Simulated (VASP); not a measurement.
Output of a VASP run:

### OSZICAR
```
       N       E                     dE             d eps       ncg     rms          rms(c)
DAV:   1     0.162751934904E+03    0.16275E+03   -0.95478E+03   560   0.144E+03
DAV:   2     0.831099383940E+01   -0.15444E+03   -0.15153E+03   596   0.351E+02
DAV:   3    -0.363456432116E+01   -0.11946E+02   -0.11828E+02   728   0.104E+02
DAV:   4    -0.389439318375E+01   -0.25983E+00   -0.25975E+00   608   0.187E+01
DAV:   5    -0.390384645537E+01   -0.94533E-02   -0.94532E-02   766   0.350E+00    0.268E+00
DAV:   6    -0.363489744549E+01    0.26895E+00   -0.73323E-01   802   0.692E+00    0.150E+00
DAV:   7    -0.363134063691E+01    0.35568E-02   -0.11340E-01   618   0.192E+00    0.816E-01
DAV:   8    -0.363417678085E+01   -0.28361E-02   -0.12157E-02   620   0.144E+00    0.147E-01
DAV:   9    -0.363380479220E+01    0.37199E-03   -0.23387E-03   838   0.555E-01    0.508E-02
DAV:  10    -0.363387511425E+01   -0.70322E-04   -0.18904E-04   590   0.988E-02    0.185E-02
DAV:  11    -0.363387976703E+01   -0.46528E-05   -0.56794E-05   694   0.881E-02    0.439E-03
DAV:  12    -0.363388008328E+01   -0.31625E-06   -0.36287E-06   668   0.172E-02
   1 F= -.36338801E+01 E0= -.36338801E+01  d E =-.363388E+01
```

**OUTCAR**
```
------------------------ aborting loop because EDIFF is reached ----------------------------------------
  FORCE on cell =-STRESS in cart. coord.  units (eV):
  Direction    XX          YY          ZZ          XY          YZ          ZX
  --------------------------------------------------------------------------------------
  Total        0.0012959      0.0012959      0.0012959      0.0000000      0.0000000      0.0000000
  in kB        0.0362327      0.0362327      0.0362327      0.0000000      0.0000000      0.0000000
  external PRESSURE =       0.0362327 kB  Pullay stress =       0.0000000 kB
  volume of cell :       57.31
      direct lattice vectors                 reciprocal lattice vectors
     0.000000000  3.060000000  3.060000000    -0.163398693  0.163398693  0.163398693
     3.060000000  0.000000000  3.060000000     0.163398693 -0.163398693  0.163398693
     3.060000000  3.060000000  0.000000000     0.163398693  0.163398693 -0.163398693
  FREE ENERGIE OF THE ION-ELECTRON SYSTEM (eV)
  ---------------------------------------------------
  free  energy   TOTEN  =        -3.6338800833 eV

  energy  without entropy=       -3.6338800833  energy(sigma->0) =       -3.63388008

 reached required accuracy - stopping structural energy minimisation
```
(Selected blocks of OUTCAR.)

POSCAR:
```
PbSe
1
    0.0000000000     3.0600000000     3.0600000000
    3.0600000000     0.0000000000     3.0600000000
    3.0600000000     3.0600000000     0.0000000000
Pb Se
1 1
Direct
  0.0000000000   0.0000000000   0.0000000000
  0.5000000000   0.5000000000   0.5000000000
```

Reconstruct the remaining input files.

This is not unique; one that fits is the input of the run itself, vdW-DF-cx, plane waves, VASP's PBE PAW potentials (set 64).

**INCAR**
```
SYSTEM = PbSe
PREC = Accurate; ENCUT = 520; LREAL = .FALSE.
LASPH = .TRUE.
EDIFF = 1E-6; NELM = 100; ALGO = Normal
LMAXMIX = 4
ISMEAR = 0; SIGMA = 0.05
GGA = CX; LUSE_VDW = .TRUE.; AGGAC = 0.0
IBRION = 2; NSW = 60; ISIF = 3
EDIFFG = -0.01
LWAVE = .FALSE.; LCHARG = .FALSE.
```

### KPOINTS
```
Automatic mesh
0
Gamma
7 7 7
0 0 0
```

POTCAR, in this order: Pb_d Se (PBE.64 set). Program: vasp_std.

The compound is PbSe in the rock salt structure. The cell was not relaxed at this level.
